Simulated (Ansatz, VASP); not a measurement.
# Cross-check of CaSb2 between VASP and Ansatz, part 2 of 2

Aim: how closely do two programs agree when they are given the same cell, functional and k mesh? The cell is taken from a series of VASP runs on this material, whose earlier steps may have relaxed, scaled or displaced it; both programs get it as it stands.

VASP 6.6.1 and Ansatz 0.2.0.

So far. Step 3 (Ansatz: single point, r2SCAN): The run ends at a pressure of -0.14 GPa, with forces up to 0.076 eV/Å.

### Step 6. VASP: band structure, r2SCAN, spin-orbit coupling

Level of this step: r2SCAN, spin-orbit coupling; plane waves and PAW (Ca_sv, Sb) (VASP).

With cell and atoms fixed, the geometry can't cause a difference; cores, projectors, grids and the points listed under the comparison can.

INCAR

```
SYSTEM = CaSb2
PREC = Accurate
ENCUT = 400
EDIFF = 1E-06
NELM = 100
ISMEAR = 0
SIGMA = 0.05
LREAL = .FALSE.
ALGO = Normal
METAGGA = R2SCAN
LASPH = .TRUE.
LNONCOLLINEAR = .TRUE.
MAGMOM = 0 0 0 0 0 0 0 0 0 0 0 0 0 0 0 0 0 0
NBANDS = 52
GGA_COMPAT = .FALSE.
LSORBIT = .TRUE.
LORBIT = 11
LWAVE = .FALSE.
LCHARG = .FALSE.
KPAR = 4
```

POSCAR

```
CaSb2
1.0
    4.7416837771      0.0000000000     -0.1263469933
    0.0000000000      4.2663206452      0.0000000000
   -2.2870997100      0.0000000000      8.7926201213
Ca Sb
2 4
Direct
    0.4410885557      0.2500000000      0.2871665724
    0.5589114443      0.7500000000      0.7128334276
    0.8087143576      0.2500000000      0.0223305380
    0.1912856424      0.7500000000      0.9776694620
    0.0160952902      0.2500000000      0.6154024184
    0.9839047098      0.7500000000      0.3845975816
```

KPOINTS

```
Automatic mesh
0
Gamma
4 4 2
0 0 0
```

KPOINTS_OPT

```
Line mode
16
Line-mode
Reciprocal
  0.00000000   0.00000000   0.00000000 GAMMA
  0.00000000   0.00000000  -0.50000000 Y

  0.00000000   0.00000000  -0.50000000 Y
 -0.46323089   0.00000000  -0.25385197 H

 -0.46323089   0.00000000  -0.25385197 H
 -0.50000000   0.00000000   0.00000000 C

 -0.50000000   0.00000000   0.00000000 C
 -0.50000000  -0.50000000   0.00000000 E

 -0.50000000  -0.50000000   0.00000000 E
 -0.53676911  -0.50000000   0.25385197 M1

 -0.53676911  -0.50000000   0.25385197 M1
 -0.50000000  -0.50000000   0.50000000 A

 -0.50000000  -0.50000000   0.50000000 A
 -0.50000000   0.00000000   0.50000000 X

 -0.50000000   0.00000000   0.50000000 X
 -0.53676911   0.00000000   0.25385197 H1

 -0.46323089  -0.50000000  -0.25385197 M
  0.00000000  -0.50000000  -0.50000000 D

  0.00000000  -0.50000000  -0.50000000 D
  0.00000000  -0.50000000   0.00000000 Z

  0.00000000   0.00000000  -0.50000000 Y
  0.00000000  -0.50000000  -0.50000000 D
```

PAW data sets: Ca_sv and Sb (PBE family, release 64).

Command:

```console
> mpirun -np 4 vasp_ncl
```

Numbers of over 12 decimals in the logs are rounded to 6 here.

The program printed:

```text
[banner, memory and clock lines left out]
running    4 mpi-ranks, on    1 nodes
[...]
[... a notice as in an earlier step ...]

 LDA part: xc-table for (None), standard interpolation
 POSCAR, INCAR and KPOINTS ok, starting setup
[...]
entering main loop
       N       E                     dE             d eps       ncg     rms          rms(c)
DAV:   1     0.193008533816E+03    0.19301E+03   -0.14994E+04  1936   0.113E+03
DAV:   2    -0.101436654726E+03   -0.29445E+03   -0.28607E+03  2112   0.325E+02
DAV:   3    -0.125262919064E+03   -0.23826E+02   -0.23314E+02  2704   0.758E+01
DAV:   4    -0.127417346932E+03   -0.21544E+01   -0.21306E+01  3352   0.191E+01
[...]
DAV:  12    -0.121407948855E+03   -0.80884E-05   -0.39975E-05  2660   0.382E-02    0.155E-02
DAV:  13    -0.121407950677E+03   -0.18222E-05   -0.93875E-06  2372   0.169E-02    0.534E-03
DAV:  14    -0.121407950529E+03    0.14814E-06   -0.11773E-06  1556   0.758E-03
   1 F= -.12140795E+03 E0= -.12140712E+03  d E =-.166254E-02  mag=     0.0000     0.0000     0.0000
 Start KPOINTS_OPT (optional k-point list driver)
k-point batch [1-18\176]
       N       E                     dE             ncg
DAV:   1     0.190133288713E+03   -0.10155E+04     1904
DAV:   2    -0.535678473853E+04   -0.55469E+04     2096
DAV:   3    -0.578974765264E+04   -0.43296E+03     2676
DAV:   4    -0.581899841556E+04   -0.29251E+02     3272
[...]
DAV:   8    -0.582096880030E+04   -0.72248E-04     2624
DAV:   9    -0.582096880487E+04   -0.45724E-05     1752
DAV:  10    -0.582096880526E+04   -0.38710E-06     1624
[...]
k-point batch [163-176\176]
       N       E                     dE             ncg
DAV:   1     0.196403656397E+04   -0.72616E+04     1488
DAV:   2    -0.229650574492E+04   -0.42605E+04     1648
DAV:   3    -0.262831172824E+04   -0.33181E+03     2096
DAV:   4    -0.265085708175E+04   -0.22545E+02     2504
[...]
DAV:   8    -0.265228425349E+04   -0.25822E-04     2072
DAV:   9    -0.265228425481E+04   -0.13191E-05     1324
DAV:  10    -0.265228425497E+04   -0.15346E-06     1196
```

Parts of OUTCAR (step 6):

```text
  Total       -0.3227375      0.4453004     -0.0033375      0.0000000      0.0000000     -0.0012214
  in kB       -2.9273608      4.0390555     -0.0302722      0.0000000      0.0000000     -0.0110786
  external PRESSURE =       0.3604742 kB  Pullay stress =       0.0000000 kB

 POSITION                                       TOTAL-FORCE (eV/Angst)
 -----------------------------------------------------------------------------------
      1.43472      1.06658      2.46922         0.007088      0.000000     -0.012722
      1.01986      3.19974      6.19706        -0.007088      0.000000      0.012722
      3.78360      1.06658      0.09417         0.011008      0.000000     -0.042272
     -1.32901      3.19974      8.57211        -0.011008     -0.000000      0.042272
     -1.33117      1.06658      5.40897         0.000411      0.000000     -0.005023
      3.78575      3.19974      3.25731        -0.000411      0.000000      0.005023
 -----------------------------------------------------------------------------------
    total drift:                                0.000000      0.000000     -0.000000

  FREE ENERGIE OF THE ION-ELECTRON SYSTEM (eV)
  ---------------------------------------------------
  free  energy   TOTEN  =      -121.4079505293 eV

  energy  without entropy=     -121.4062879892  energy(sigma->0) =     -121.40711926

 magnetization (x)
# of ion       s       p       d       tot
------------------------------------------
    1        0.000   0.000   0.000   0.000
    2        0.000   0.000   0.000   0.000
    3        0.000   0.000   0.000   0.000
    4        0.000   0.000   0.000   0.000
    5        0.000   0.000   0.000   0.000
    6        0.000   0.000   0.000   0.000
--------------------------------------------------
tot          0.000   0.000   0.000   0.000

 magnetization (y)
# of ion       s       p       d       tot
------------------------------------------
    1       -0.000  -0.000  -0.000  -0.000
    2       -0.000  -0.000  -0.000  -0.000
    3       -0.000  -0.000   0.000  -0.000
    4       -0.000  -0.000   0.000  -0.000
    5        0.000   0.000   0.000   0.000
    6        0.000   0.000   0.000   0.000
--------------------------------------------------
tot         -0.000  -0.000  -0.000  -0.000

 magnetization (z)
# of ion       s       p       d       tot
------------------------------------------
    1        0.000   0.000   0.000   0.000
    2        0.000   0.000   0.000   0.000
    3        0.000   0.000   0.000   0.000
    4        0.000   0.000   0.000   0.000
    5        0.000   0.000   0.000   0.000
    6        0.000   0.000   0.000   0.000
--------------------------------------------------
tot          0.000   0.000   0.000   0.000

[... 1 part as in an earlier step ...]

[... 2 further parts left out ...]
[key lines of the parts left out:]
E-fermi :   6.2742
```

The run ends at a pressure of 0.04 GPa, with forces up to 0.044 eV/Å.

### Step 7. Ansatz: band structure, r2SCAN, spin-orbit coupling

The same cell, functional, mesh and smearing now go to Ansatz, which takes its cutoff from its data sets.

The cell is taken from a series of VASP runs on this material, whose earlier steps may have relaxed, scaled or displaced it; both programs get it as it stands.

input.yaml

```yaml
crystal:
  lattice:
    - [4.7416837771, 0.0, -0.1263469933]
    - [0.0, 4.2663206452, 0.0]
    - [-2.28709971, 0.0, 8.7926201213]
  atoms:
    - { symbol: Ca, position: [0.4410885557, 0.25, 0.2871665724] }
    - { symbol: Ca, position: [0.5589114443, 0.75, 0.7128334276] }
    - { symbol: Sb, position: [0.8087143576, 0.25, 0.022330538] }
    - { symbol: Sb, position: [0.1912856424, 0.75, 0.977669462] }
    - { symbol: Sb, position: [0.0160952902, 0.25, 0.6154024184] }
    - { symbol: Sb, position: [0.9839047098, 0.75, 0.3845975816] }
hamiltonian:
  xc: r2scan
  pseudopotentials: { kind: paw_fr }
magnetization:
  noncollinear: true
  spin_orbit: true
kpoints:
  mp_grid: { grid: [4, 4, 2] }
  band_path:
    path:
      - [0.0, 0.0, 0.0]
      - [0.0, 0.0, -0.2]
      - [0.0, 0.0, -0.4]
      - [-0.06176, 0.0, -0.46718]
      - [-0.24706, 0.0, -0.36872]
      - [-0.43235, 0.0, -0.27026]
      - [-0.47304, 0.0, -0.18616]
      - [-0.48774, 0.0, -0.08462]
      - [-0.5, 0.0, 0.0]
      - [-0.5, -0.2, 0.0]
      - [-0.5, -0.4, 0.0]
      - [-0.5049, -0.5, 0.03385]
      - [-0.51961, -0.5, 0.13539]
      - [-0.53432, -0.5, 0.23693]
      - [-0.52696, -0.5, 0.31949]
      - [-0.51226, -0.5, 0.41795]
      - [-0.5, -0.5, 0.5]
      - [-0.5, -0.3, 0.5]
      - [-0.5, -0.1, 0.5]
      - [-0.5049, 0.0, 0.46718]
      - [-0.51961, 0.0, 0.36872]
      - [-0.53432, 0.0, 0.27026]
      - [-0.3397, -0.5, -0.31949]
      - [-0.15441, -0.5, -0.41795]
      - [0.0, -0.5, -0.5]
      - [0.0, -0.5, -0.3]
      - [0.0, -0.5, -0.1]
      - [0.0, -0.06667, -0.5]
      - [0.0, -0.26667, -0.5]
      - [0.0, -0.5, -0.5]
    npoints: 1
scf:
  occupations: { method: gaussian, width: 0.05 }
  n_extra_bands: 18
output:
  forces: true
  stress: true
  eigenvalues: true
```

Command:

```console
> ansatz run input.yaml --threads 4 --pin off --max-ram 9216MiB --backend cpu --events-out ev --progress --plain --runs-dir out
```

The program printed:

```text
[...]
non-collinear run that drives no moment, with spin-orbit: no starting moment large enough to seed its density (crystal.atoms[].spin), no starting occupations that ask for one, no magnetisation constraint and no magnetic field, so the semilocal B_xc is pinned to zero
Crystal: 6 atoms, lattice volume = 176.638 Å³
[...]
k-point 1: bands = [... 76 lower, 8.5524, 8.5524, 9.1832, 9.1832, 10.3706, 10.3706, 10.5224, 10.5224, ... 14 higher]
  k-point 2: bands = [... 76 lower, 8.0024, 8.0024, 8.8106, 8.8106, 10.3346, 10.3346, 10.7805, 10.7805, ... 14 higher]
  k-point 17: bands = [... 76 lower, 7.4072, 7.4072, 7.4072, 7.4072, 10.9210, 10.9210, 10.9210, 10.9210, ... 14 higher]
[key lines of the parts left out:]
SCF converged after 9 iterations
Magnetization: |M| = 0.0000 μB,  M = (+0.0000, +0.0000, +0.0000) μB
Free energy (F): -29599.842511 eV
Fermi energy:    9.591419 eV
P = ⅓ Tr σ = -0.1679 GPa (-1.679 kbar)
```

Run time: 1.8 min. Hardware: 4 threads of Arm Neoverse V1, shared host; peak memory 2 GiB.

### Step 8. Comparison

What differs besides the data sets and the points named for the pairs above, as far as they apply: spin-orbit coupling enters by fully relativistic files in Ansatz and inside the spheres in VASP; the data sets hold 80 valence electrons in Ansatz (fully relativistic PAW (standard-fr) files) and 40 in VASP. Total energies have different zeros and are not compared.

Compared:

| quantity | Ansatz | VASP | difference |
| --- | --- | --- | --- |
| pressure (GPa) | -0.17 | 0.04 | -0.20 |

At this near-relaxed geometry the largest component of a force difference is 51 meV/Å. Levels from 3 eV below to 2 eV above the Fermi level differ by 6 meV r.m.s. and 20 meV at most; each VASP level is matched to the nearest of Ansatz, which flatters the figure a little.

### Step 9. What the set-up changes

Further runs change the set-up of one program: Ansatz's method, potentials or start, or VASP's data sets, cutoff or form of LDA. The table gives Ansatz less VASP for each quantity, since a change that brings one quantity closer may part another.

| run | r.m.s. force difference (meV/Å) | pressure (GPa) |
| --- | --- | --- |
| as above | 22 | -0.20 |
| cores kept as stored | 22 | -0.20 |
| Ansatz's larger PAW set (cutoff 620 eV) | 23 | -0.20 |
| norm-conserving potentials (cutoff 1260 eV) | 17 | -0.20 |

### Step 10. Summary of results

| Item | Value |
| --- | --- |
| r.m.s. force difference (single point, r2SCAN) | 18 meV/Å |
| r.m.s. force difference (band structure, r2SCAN, spin-orbit coupling) | 22 meV/Å |

The r.m.s. force difference is 22 meV/Å (band structure, r2SCAN, spin-orbit coupling), beyond the 12 meV/Å picked in this series as the mark of a large difference. For single point, r2SCAN, no further run moves any of the tabulated differences by more than a quarter of its size. For band structure, r2SCAN, spin-orbit coupling, no further run moves any of the tabulated differences by more than a quarter of its size. 2 further runs of this series are not shown here. How closely two codes agree says nothing of how well the functional describes the real material.

[Lines on the potential files, build, host, timing and source positions are cut from VASP's logs without a mark.]

[Logs are printed without paths, hosts, clocks, repeated set-up lines and the standing remarks that a program may print on its own settings, such as how far it seeks lower states.]

[Hosts, paths, dates, database ids (printed as entryN), source tags and the programs' standing remarks are cut or masked in the printed files.]
